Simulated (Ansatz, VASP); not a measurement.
## B4F in VASP and in Ansatz

```
CELL_PARAMETERS angstrom
2.08336 -1.51813 -0.01104
2.08336 1.51813 -0.01104
-0.61098 0.00000 6.28383
ATOMIC_POSITIONS crystal
B 0.95900 0.95900 0.75395
B 0.52282 0.52282 0.63503
B 0.47718 0.47718 0.36497
B 0.04100 0.04100 0.24605
F 0.00000 0.00000 0.00000
```

Change from the starting cell: species swapped into the AlAu4 type (C2/m, No. 12).

Alike in both runs: functional PBE; k mesh 16 × 16 × 6; occupations gaussian, width 0.1 eV; no spin polarisation.

Ansatz relaxed the structure, and its values are those at the end. VASP's run is a single point on that final structure, the one shown.

```csv
,VASP,Ansatz
version,VASP 6.6.1,Ansatz 0.2.0
potentials or method,"VASP PAW PBE potentials, release 64 (B, F)","scalar-relativistic, plane waves, PAW"
plane-wave cutoff (eV),520,420
valence electrons in the cell,19,19
```

VASP gave:

```
gap on the k mesh at the Fermi level (eV) : none
pressure (GPa)                            : 0.0
rms of the force components (eV/Å)        : 0.013
```

Question: Estimate Ansatz's values.

Answer: gap on the k mesh at the Fermi level (eV): none; pressure (GPa): 0.0; rms of the force components (eV/Å): 0.000.

A gap of «none» marks a metal or a gap that the smearing closes. The functional is the same, so the differences come from potentials, cutoffs and numerics.

Caveats: an odd number of electrons without spin polarisation forces a metal; a magnetic or distorted state may lie lower.
